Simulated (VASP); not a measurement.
Consider the following.

```
Mg2Si
1.0
    0.00000     3.17949     3.17949
    3.17949     0.00000     3.17949
    3.17949     3.17949     0.00000
Mg Si
2 1
Cartesian
  1.58975   1.58975   1.58975
  4.76924   4.76924   4.76924
  6.35899   3.17949   3.17949
```

Calculation: PW91 GGA, VASP's PBE PAW potentials (set 64) (plane waves; VASP). Run with 520 eV cut-off, Gaussian smearing of 0.050 eV, potentials Mg Si.

Problem. Give the energies of bands 2 to 7 at the high-symmetry points, in eV from the valence-band maximum.

Solution. 
| band | Γ | X | U | L | W |
|---|---|---|---|---|---|
| 2 | 0.00 | -4.41 | -3.98 | -4.73 | -3.58 |
| 3 | 0.00 | -1.93 | -3.41 | -0.70 | -3.58 |
| 4 | 0.00 | -1.93 | -1.61 | -0.70 | -2.63 |
| 5 | 1.86 | 0.23 | 0.72 | 1.26 | 2.68 |
| 6 | 2.58 | 0.42 | 2.99 | 2.57 | 3.56 |
| 7 | 2.58 | 7.91 | 5.86 | 2.57 | 3.56 |

The gap is indirect, 0.24 eV, from the valence maximum at Γ to the conduction minimum at X.

Measured: gap 0.77 eV (computed value off by -0.53 eV), as given by Byungki Ryu et al., Journal of the Korean Physical Society (2019), arXiv:1905.06140.

The compound is Mg2Si in the antifluorite structure. It was relaxed first.
